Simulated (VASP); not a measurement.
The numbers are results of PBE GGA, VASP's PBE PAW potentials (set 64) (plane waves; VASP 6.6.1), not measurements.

Input for VASP

**KPOINTS**
```
Automatic
0
Gamma
 7 7 11
0 0 0
```

**INCAR**
```
ENCUT=620
ISMEAR=1   ! Methfessel-Paxton
LREAL=.FALSE.   ! projection in real space or not
LORBIT=10
PSTRESS=300
EDIFFG=-0.02   ! ionic stop
SIGMA=0.1   ! width (eV)
ALGO=Normal   ! blocked Davidson
ISIF=3
NSW=40   ! most ionic steps
LMAXMIX=4
ISPIN=2   ! spin-polarised
LWAVE=.FALSE.
PREC=Accurate
LCHARG=.FALSE.
GGA=PE   ! PBE
SYSTEM=MnO2
EDIFF=1E-6   ! SCF stop (eV)
NELM=100   ! most electronic steps
MAGMOM=2.5 -2.5 -0.0 2*0.0 -0.0
LASPH=.TRUE.   ! aspherical one-centre terms
IBRION=2   ! conjugate gradients
```

### POSCAR
```
MnO2
1
    4.2646890971     0.0000000000     0.0000000000
    0.0000000000     4.2646890971     0.0000000000
    0.0000000000     0.0000000000     2.7896218846
Mn O
2 4
Direct
  0.0000000000   0.0000000000   0.0000000000
  0.5000000000   0.5000000000   0.5000000000
  0.3020778777   0.3020778777   1.0000000000
  0.8020778777   0.1979221223   0.5000000000
  0.1979221223   0.8020778777   0.5000000000
  0.6979221223   0.6979221223   0.0000000000
```

POTCAR, in this order: Mn_pv O (PBE.64 set). Program: vasp_std.

What will the output report for the number of irreducible k-points (NKPTS), largest plane-wave count, number of space-group operations, FFT grid (NGX, NGY, NGZ)?

```yaml
number of irreducible k-points (NKPTS): 60
largest_plane_wave_count: 1811
number_of_space_group_operations: 16
FFT grid (NGX, NGY, NGZ): 36 × 36 × 24
```

The compound is MnO2 in the rutile structure. It was relaxed first under an external pressure of 30 GPa.
